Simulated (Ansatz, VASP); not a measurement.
# Mg3Zr in VASP and in Ansatz

```
Mg Zr
1.0
     4.44221    0.00000    0.00000
     0.00000    4.44221    0.00000
     0.00000    0.00000    4.44221
Mg Zr
3 1
Direct
  0.50000 0.50000 0.00000
  0.50000 0.00000 0.50000
  0.00000 0.50000 0.50000
  0.00000 0.00000 0.00000
```

The cell comes from a database or a generator and needn't be the stable form of this composition.

Alike in both runs: task single point; functional LDA; k mesh 5 × 5 × 5; no spin polarisation.

|  | VASP | Ansatz |
| --- | --- | --- |
| version | VASP 6.6.1 | Ansatz 0.2.0 |
| potentials or method | VASP PAW LDA potentials, release 64 (Mg, Zr_sv) | plane waves, PAW |
| plane-wave cutoff (eV) | 520 | 450 |
| occupations | gaussian, width 0.1 eV | gaussian |
| valence electrons in the cell | 18 | 42 |

VASP gave:

```
pressure (GPa) : -3.1
```

**Question.** Which values does Ansatz return?

**Answer.** Pressure (GPa): -2.9.

The two sets of potentials don't hold the same shells in valence.
